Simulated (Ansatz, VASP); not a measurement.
# BaTi2Bi2O in two plane-wave programs, part 3 of 3

Aim: how closely do two programs agree when they are given the same cell, functional and k mesh? The cell is taken from a series of runs on this material, whose earlier steps may have relaxed, scaled, displaced or heated it; both programs get it as it stands.

VASP 6.6.1 and Ansatz 0.2.0.

So far: The starting structure; VASP: zone-centre phonons, PBEsol.

## 3. Ansatz: zone-centre phonons, PBEsol

Level of this step: Ansatz beside VASP: Kohn-Sham DFT, plane waves, PBEsol (Ansatz).

Ansatz runs on its PAW soft_1 files.

The same cell, functional, mesh and smearing now go to Ansatz, which takes its cutoff from its data sets.

The input, input.yaml:

```yaml
crystal:
  lattice:
    - [4.0523746416, 0.0, 0.0]
    - [0.0, 4.0523746416, 0.0]
    - [0.0, 0.0, 8.4744069899]
  atoms:
    - { symbol: Ba, position: [0.5, 0.5, 0.5] }
    - { symbol: Ti, position: [0.0, 0.5, 0.0] }
    - { symbol: Ti, position: [0.5, 0.0, 0.0] }
    - { symbol: Bi, position: [0.0, 0.0, 0.2498079491] }
    - { symbol: Bi, position: [0.0, 0.0, 0.7501920509] }
    - { symbol: O, position: [0.5, 0.5, 0.0] }
kpoints:
  mp_grid: { grid: [4, 4, 2] }
hamiltonian:
  xc: pbesol
  pseudopotentials: { kind: paw, azcp: { folder: soft_1 }, xc_functional: pbe }
scf:
  occupations: { method: methfessel_paxton, width: 0.2 }
output:
  eigenvalues: true
phonons:
  method: dfpt
  qmesh: [2, 2, 1]
  temperatures: { t_max: 1000, t_step: 50 }
  qpath:
    path:
      - [[0.0, 0.0, 0.0], [0.0, 0.5, 0.0], [0.5, 0.5, 0.0], [0.0, 0.0, 0.0], [0.0, 0.0, 0.5], [0.0, 0.5, 0.5], [0.5, 0.5, 0.5], [0.0, 0.0, 0.5]]
      - [[0.0, 0.5, 0.0], [0.0, 0.5, 0.5]]
      - [[0.5, 0.5, 0.0], [0.5, 0.5, 0.5]]
    npoints: 10
```

The run is started by

```sh
$ ansatz run input.yaml --threads 8 --pin off --max-ram 20480MiB --backend cpu --events-out ev --progress --plain --runs-dir out
```

Numbers of over 12 decimals in the logs are rounded to 6 here.

Output:

```text
Engine: ansatz 0.2.0, aarch64-unknown-linux-gnu
Pseudopotentials: kind: paw
Pseudopotential: Ba, paw, valence charge 10, recommended cutoff 420 eV (normal), soft_1/Ba.paw.azcp
Pseudopotential: Ti, paw, valence charge 12, recommended cutoff 420 eV (normal), soft_1/Ti.paw.azcp
Pseudopotential: Bi, paw, valence charge 15, recommended cutoff 420 eV (normal), soft_1/Bi.paw.azcp
Pseudopotential: O, paw, valence charge 6, recommended cutoff 420 eV (normal), soft_1/O.paw.azcp
Functional definition: PBEsol
  exchange = pbesol_x
  correlation = pbesol_c
Crystal: 6 atoms, lattice volume = 139.165 Å³
Basis set: ecut = 420 eV, 2733 PW (Γ), exchange–correlation on 60×60×120 points (8 copies of the dense FFT grid, shifted against one another)
Bands: 42, of which v1, the nominal top of the filled ones, is band 35 counted from 1 (34 counted from 0)
Symmetry: 16 space group operations
k-points: 12 of 32
Non-local potential: Ba, projectors of the file, l = 0: 3, l = 1: 2, l = 2: 2, l = 3: 2
Non-local potential: Ti, projectors of the file, l = 0: 3, l = 1: 2, l = 2: 3, l = 3: 1
Non-local potential: Bi, projectors of the file, l = 0: 2, l = 1: 2, l = 2: 2, l = 3: 1
Non-local potential: O, projectors of the file, l = 0: 2, l = 1: 2, l = 2: 1
PAW form: soft (Blöchl's): semilocal exchange-correlation on the pseudo side does not see the compensation charge
PAW frozen core: Ba, regenerated for the run's functional, and the local potential with it (the file was generated under x = pbe(κ = 0.804, μ = 0.219515), c = pbe(β = 0.066725))
PAW frozen core: Ti, regenerated for the run's functional, and the local potential with it (the file was generated under x = pbe(κ = 0.804, μ = 0.219515), c = pbe(β = 0.066725))
PAW frozen core: Bi, regenerated for the run's functional, and the local potential with it (the file was generated under x = pbe(κ = 0.804, μ = 0.219515), c = pbe(β = 0.066725))
PAW frozen core: O, regenerated for the run's functional, and the local potential with it (the file was generated under x = pbe(κ = 0.804, μ = 0.219515), c = pbe(β = 0.066725))
PAW one-centre angular grid: Ba, 194 points (default); XC on 64 Gauss nodes
PAW one-centre angular grid: Ti, 590 points (default); XC on 64 Gauss nodes
PAW one-centre angular grid: Bi, 590 points (default); XC on 64 Gauss nodes
PAW one-centre angular grid: O, 110 points (default); XC on 64 Gauss nodes
Initial density: superposition of atomic densities (chi_scale 0.1, normalization cell, long waves kept (reshape's long-wave potential 0.28 eV rms))
Initial wavefunctions: pseudopotential atomic-orbital guess
Functional: x = pbesol(κ = 0.804, μ = 0.123457), c = pbesol(β = 0.046)
SCF iter   1: F=—  HF=-35874.923234 eV  |F-HF|=—  |Δ(HF+E_count)|=         —  Δρ=1.24e-1  dr2=1.20e2  ethr=3.10e-3  ⟨swp⟩=10.4  Hψ=2426  notcnv=0
preconditioner: auto → Resta (q_TF=auto, 2.433 Å⁻¹)  ε∞=3.6  [insulator: Δε(μ)=0.216 eV  Ē_g=14.035 eV  σ=0.200 eV  W_gap=0.75  n_scr=38 (ndim 8)  ℏωp=22.7 eV  f_vac=0.000  D(μ)=3.09/eV (n_scr^D=16)  ε∞_Penn≈3.6]
SCF iter   2: F=—  HF=-35867.524950 eV  |F-HF|=—  |Δ(HF+E_count)|=    7.40e0  S|Δr|=    0.00e0  Δρ=5.56e-2  dr2=1.56e1  ethr=3.10e-3  ⟨swp⟩=6.3  Hψ=1610  notcnv=0  defer=13
preconditioner: auto → Kerker (q_TF=auto, 2.433 Å⁻¹)  [metal: Δε(μ)=0.070 eV  Ē_g=13.998 eV  σ=0.200 eV  W_gap=0.29  n_scr=38 (ndim 8)  ℏωp=22.7 eV  f_vac=0.000  D(μ)=2.66/eV (n_scr^D=16)]
SCF iter   3: F=—  HF=-35865.990486 eV  |F-HF|=—  |Δ(HF+E_count)|=    1.53e0  S|Δr|=    0.00e0  Δρ=2.49e-2  dr2=2.95e0  ethr=3.10e-3  ⟨swp⟩=4.8  Hψ=945  notcnv=0  defer=11
SCF iter   4: F=—  HF=-35865.633403 eV  |F-HF|=—  |Δ(HF+E_count)|=   3.57e-1  S|Δr|=    0.00e0  Δρ=9.88e-3  dr2=8.77e-1  ethr=3.10e-3  ⟨swp⟩=4.8  Hψ=894  notcnv=0  defer=12
SCF iter   5: F=—  HF=-35865.548153 eV  |F-HF|=—  |Δ(HF+E_count)|=   8.52e-2  S|Δr|=    0.00e0  Δρ=4.22e-3  dr2=7.34e-2  ethr=1.25e-3  ⟨swp⟩=3.4  Hψ=735  notcnv=0  defer=7
SCF iter   6: F=—  HF=-35865.538258 eV  |F-HF|=—  |Δ(HF+E_count)|=   9.90e-3  S|Δr|=    0.00e0  Δρ=1.48e-3  dr2=1.07e-2  ethr=1.05e-4  ⟨swp⟩=1.8  Hψ=584  notcnv=0  defer=6
SCF iter   7: F=—  HF=-35865.537309 eV  |F-HF|=—  |Δ(HF+E_count)|=   9.49e-4  S|Δr|=    0.00e0  Δρ=3.41e-4  dr2=6.46e-4  ethr=1.52e-5  ⟨swp⟩=2.0  Hψ=607  notcnv=0  defer=6
SCF iter   8: F=—  HF=-35865.537293 eV  |F-HF|=—  |Δ(HF+E_count)|=   1.63e-5  S|Δr|=    0.00e0  Δρ=1.15e-4  dr2=2.95e-5  ethr=9.23e-7  ⟨swp⟩=1.9  Hψ=552  notcnv=0  defer=6
SCF iter   9: F=—  HF=-35865.537321 eV  |F-HF|=—  |Δ(HF+E_count)|=   2.79e-5  S|Δr|=    0.00e0  Δρ=3.60e-5  dr2=4.62e-6  ethr=4.21e-8  ⟨swp⟩=2.0  Hψ=647  notcnv=0  defer=6
SCF iter  10: F=—  HF=-35865.537284 eV  |F-HF|=—  |Δ(HF+E_count)|=   3.62e-5  S|Δr|=    0.00e0  Δρ=1.07e-5  dr2=4.79e-7  ethr=6.60e-9  ⟨swp⟩=2.0  Hψ=671  notcnv=0  defer=6
SCF iter  11: F=—  HF=-35865.537284 eV  |F-HF|=—  |Δ(HF+E_count)|=   2.63e-8  S|Δr|=    0.00e0  Δρ=3.90e-6  dr2=5.07e-8  ethr=6.84e-10  ⟨swp⟩=2.0  Hψ=634  notcnv=0  defer=6
SCF iter  12: F=—  HF=-35865.537284 eV  |F-HF|=—  |Δ(HF+E_count)|=   4.23e-9  S|Δr|=    0.00e0  Δρ=1.14e-6  dr2=3.00e-9  ethr=7.25e-11  ⟨swp⟩=2.2  Hψ=738  notcnv=0  defer=6
SCF iter  13: F=—  HF=-35865.537284 eV  |F-HF|=—  |Δ(HF+E_count)|=  3.20e-10  S|Δr|=    0.00e0  Δρ=3.45e-7  dr2=2.44e-10  ethr=4.29e-12  ⟨swp⟩=2.0  Hψ=815  notcnv=0  defer=6
SCF iter  14: F=—  HF=-35865.537284 eV  |F-HF|=—  |Δ(HF+E_count)|=  2.91e-11  S|Δr|=    0.00e0  Δρ=1.26e-7  dr2=2.46e-11  ethr=1.00e-12  ⟨swp⟩=2.6  Hψ=770  notcnv=0  defer=6
SCF iter  15: F=-35865.537284 eV  HF=-35865.537284 eV  |F-HF|=1.46e-11  |Δ(HF+E_count)|=  1.46e-11  S|Δr|=    0.00e0  Δρ=3.41e-8  dr2=2.37e-12  ethr=1.00e-12  ⟨swp⟩=12.0  Hψ=2706  notcnv=0
SCF 1 converged in 15 iterations: F = -35865.537284 eV  dr2 = 2.37e-12
  greatest PAW one-centre occupation: 0.998 electrons in one spin orbital (limit 2), on the Ti atom at site 2 (counted from 0), in its partial waves of l = 0
phonons: the bands overlap, so this run is a metal and interpolates without the dipole-dipole term. If the crystal is really an insulator or semiconductor, its LO-TO splitting is missing
NSCF: frozen V_eff on 12 k-points
NSCF: frozen V_eff on 12 k-points
DFPT response loops at q = (0, 0, 0) (fractional): preconditioner auto → Kerker (q_TF=auto, 2.433 Å⁻¹) (partly filled bands, converged f_vac=0.000); β = 1.00, the filter's whole step (`scf.mixing.beta` (0.50) is not read by the response loops under this deck's `scf.mixing.preconditioner`; to damp them name `kerker` or `kerker_dos`, under which they read `scf.mixing.beta`, and type it under 1.00, their step now; both keys bind the ground state too); Anderson in place of MSR1; while a model of the screening serves, it and β = 1 on shorter waves in the place of filter and β
NSCF: frozen V_eff on 36 k-points
DFPT response loops at q = (0, -0.5, 0) (fractional): mixed as the last ones told, above
NSCF: frozen V_eff on 24 k-points
DFPT response loops at q = (-0.5, -0.5, 0) (fractional): mixed as the last ones told, above
SCF converged after 15 iterations
Stability not checked: this state was not tested for a lower state beside it, because cold or Methfessel-Paxton smearing, or corrected tetrahedra, fill the levels in a way that the test cannot read (fill_not_monotonic; see scf.lower_state_search)
Free energy (F): -35865.537284 eV
Harris-Foulkes:  -35865.537284 eV  (|F-HF|=1.46e-11)
Internal energy: -35865.533767 eV  (E = F + TS)
E sigma→0 (E₀):  -35865.536405 eV
Entropy (-TS):   -0.003517 eV (-0.586 meV/atom)
Fermi energy:    12.093362 eV
Step filling:    the computed levels leave a gap of 0.0049 eV = 0.0 smearing widths at the electron count; against every level under it full and every level over it empty, smearing changes F+E_penalty+E_count by -3.470 meV and its σ→0 estimate by -2.591 meV
--- Per-component energies (eV) ---
  E_band       = -527.351060
  E_kinetic    = 1406.602113
  E_local      = -6673.162093  (includes V_loc(G=0)·N_el)
  E_nonlocal   = 1091.966901
  E_hartree    = 2725.163150
  E_xc         = -798.692801
  E_vxc        = -771.727703  (∫ρ·V_xc dr)
  E_paw        = -28325.635247  (= ΣΔE_a)
  E_vpaw       = -1031.357662  (= ΣTr[D̂ρ^β])
  E_aug_tail   = 0.001025  (compensation charges beyond the density's cutoff)
  E_ewald      = -5292.421897
  E_core_change = 0.645083  (= ΣΔE_core)
  E_smearing   = -0.003517  (= −TS)
  E_closure    = -0.000000  (closes the sum)
  Σ components = -35865.537284   (vs F -35865.537284, Δ=0.00e0)
--- Band table (eV; the first three rows and the last of 12) ---
  k-point 0: bands = [... 31 lower, 10.4339, 10.6742, 11.6522, 11.9199, 12.2754, 12.2754, 12.8486, 13.1750, ... 3 higher]
  k-point 1: bands = [... 31 lower, 10.2073, 10.4339, 11.6082, 11.7879, 11.7879, 12.0664, 12.5919, 13.2093, ... 3 higher]
  k-point 2: bands = [... 31 lower, 10.4426, 10.7956, 10.8500, 11.2261, 12.3625, 12.8281, 12.8633, 13.1761, ... 3 higher]
  k-point 11: bands = [... 31 lower, 9.5870, 9.5870, 10.1972, 11.7802, 11.7802, 13.3581, 13.3581, 13.4806, ... 3 higher]
--- Phonons (Γ-DFPT): 9 representative perturbations + reference (Σ response iterations 47) ---
  ASR residual: 1.109e-4 → 0.000e0 eV/Å²; symmetrization residual: 2.288e-6 eV/Å²
  ASR residual per site (eV/Å²): 3.99e-6 4.79e-5 4.79e-5 9.39e-6 9.39e-6 1.11e-4
  Γ frequencies (cm⁻¹): 0.00 0.00 0.00 56.05 56.05 72.37 75.78 75.78 106.36 106.36 112.81 204.66 217.19 266.55 266.55 291.48 512.22 512.22
--- Phonons (arbitrary-q DFPT): 3 irreducible q on the 2×2×1 mesh ---
  q = [0.0000, 0.0000, 0.0000] (star 1, of the zone-centre solve; hermiticity 3.45e-7, symmetrization 8.61e-13): -0.00 -0.00 0.00 56.05 56.05 72.37 75.78 75.78 106.36 106.36 112.81 204.66 217.19 266.55 266.55 291.48 512.22 512.22
  q = [0.0000, -0.5000, 0.0000] (star 2, 15 solved perturbations in 162 linear systems a pass and spin channel, the states on 18 of 32 k-point pairs; hermiticity 3.68e-7, symmetrization 3.67e-14): -27.74 -4.93 45.85 59.99 69.27 70.46 76.15 86.97 88.40 89.07 111.58 169.39 204.01 210.01 224.18 276.17 499.08 537.78
  q = [-0.5000, -0.5000, 0.0000] (star 1, 9 solved perturbations in 90 linear systems a pass and spin channel, the states on 12 of 32 k-point pairs; hermiticity 2.57e-7, symmetrization 9.66e-13): -120.24 48.59 67.13 67.13 68.37 68.37 91.14 103.15 108.47 108.47 149.10 194.05 194.05 237.78 303.09 390.05 523.91 523.91
  sum rule: each row above includes the acoustic sum rule's correction from the zone centre's row sums; it moved no ω² by more than (1.37 cm⁻¹)²
  mesh force constants: q→R imaginary residual 5.31e-18; ASR residual 1.109e-4 → 0.000e0 eV/Å²; symmetrization residual 1.421e-14 eV/Å²
  interpolated dispersion: 93 rows × 18 modes
  density of states and harmonic sums: on the 16×16×8 q-mesh, interpolated from the force constants of a 2×2×1 supercell (no non-analytic term)
  largest difference from the sums on the solved wave vectors: F 2.67e-1 eV, S 3.60e-4 and C_V 9.28e-5 eV/K
  zero-point energy: 0.186631 eV/cell   skipped modes (ω ≤ 0): 204, of them read as no rigid motion or as one in doubt: 201 (9.209e-1 modes/cell left out, lowest -120.24 cm⁻¹)   left out of the sums: 5.12e-2 of the cell's modes: C_V's classical limit lies that fraction below 3 k_B per atom; for a crystal, a wire or a layer, F and S can be off by more, and a phonons.interpolated_qmesh denser along its periods is the remedy for the sampling
```

The column dr2 measures how far the density is from self-consistency, as an energy; F and HF (Harris–Foulkes) agree once it is small.

## 4. Side by side

Known differences besides the potentials themselves: VASP's run holds the zone centre alone; the cutoff is 420 eV in Ansatz and 600 eV in VASP; Ansatz makes its cores anew for this functional, VASP keeps those of its PBE data sets. Total energies have different zeros and are not compared.

The two programs side by side:

```csv
quantity,Ansatz,VASP,difference
optical mode 1 to 2 (cm⁻¹),56.0,60.3,-7.05 %
optical mode 3 (cm⁻¹),72.4,74.4,-2.69 %
optical mode 4 to 5 (cm⁻¹),75.8,76.9,-1.49 %
optical mode 6 to 7 (cm⁻¹),106.4,108.4,-1.88 %
optical mode 8 (cm⁻¹),112.8,112.6,+0.21 %
optical mode 9 (cm⁻¹),204.7,203.6,+0.52 %
optical mode 10 (cm⁻¹),217.2,220.3,-1.42 %
optical mode 11 to 12 (cm⁻¹),266.6,270.9,-1.59 %
optical mode 13 (cm⁻¹),291.5,292.2,-0.25 %
optical mode 14 to 15 (cm⁻¹),512.2,518.4,-1.18 %
```

Modes are paired by rising frequency, not by their patterns, so a pair may set unlike modes beside each other; they are those without the splitting of longitudinal modes.

## 5. What came out

| Item | Value |
| --- | --- |
| r.m.s. difference of the optical zone-centre modes, each program's sorted by frequency (zone-centre phonons, PBEsol) | 3.4 cm⁻¹ |
| difference in optical mode 1 to 2 (zone-centre phonons, PBEsol) | -7.0 % |

In words: The r.m.s. difference of the optical zone-centre modes, each program's sorted by frequency is 3.4 cm⁻¹ (zone-centre phonons, PBEsol). Among the rows given in per cent, the largest difference of the zone-centre phonons, PBEsol pair is in optical mode 1 to 2, -7.0 %. How closely two codes agree says nothing of how well the functional describes the real material.

[Lines on the potential files, build, host, timing and source positions are cut from VASP's logs without a mark.]

[Logs are printed without paths, hosts, clocks, repeated set-up lines and the standing remarks that a program may print on its own settings, such as how far it seeks lower states.]

[Hosts, paths, dates, database ids (printed as entryN), source tags and the programs' standing remarks are cut or masked in the printed files.]
